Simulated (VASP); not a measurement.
Consider the following.

```cif
data_Ba2
_chemical_formula_sum 'Ba2'
_space_group_name_H-M_alt 'Im-3m'
_space_group_IT_number 229
_space_group_name_Hall '-I 4 2 3'
_cell_length_a 5.02633
_cell_length_b 5.02633
_cell_length_c 5.02633
_cell_angle_alpha 90.000
_cell_angle_beta 90.000
_cell_angle_gamma 90.000
loop_
_atom_site_label
_atom_site_type_symbol
_atom_site_symmetry_multiplicity
_atom_site_Wyckoff_symbol
_atom_site_fract_x
_atom_site_fract_y
_atom_site_fract_z
_atom_site_occupancy
Ba1 Ba 2 a 0.00000 0.00000 0.00000 1
```
(The calculation used a cell of 1 atom; values per cell refer to that cell.)

Method: PBE GGA, VASP's PBE PAW potentials (set 64) (plane waves; VASP). Settings: 480 eV cut-off, 10×10×10 Γ-centred mesh, first-order Methfessel-Paxton smearing of 0.10 eV, potentials Ba_sv.

Each relaxation starts from this cell; other phases were not tried.

**Question.** The cell is relaxed at 1 GPa. What happens?

**Answer.** The volume per atom goes from 63.49 to 57.75 Å³ (-9.1 %), and the cell becomes a = b = c = 4.8699 Å, α = β = γ = 90.00°, space group Im-3m.

**Question.** The cell is relaxed at 2 GPa. What happens?

**Answer.** The volume per atom goes from 63.49 to 53.57 Å³ (-15.6 %), and the cell becomes a = b = c = 4.749 Å, α = β = γ = 90.00°, space group Im-3m.

Failed runs are left out, and for metals the shear rows, which the mesh's noise covers.

The compound is Ba in the bcc structure.
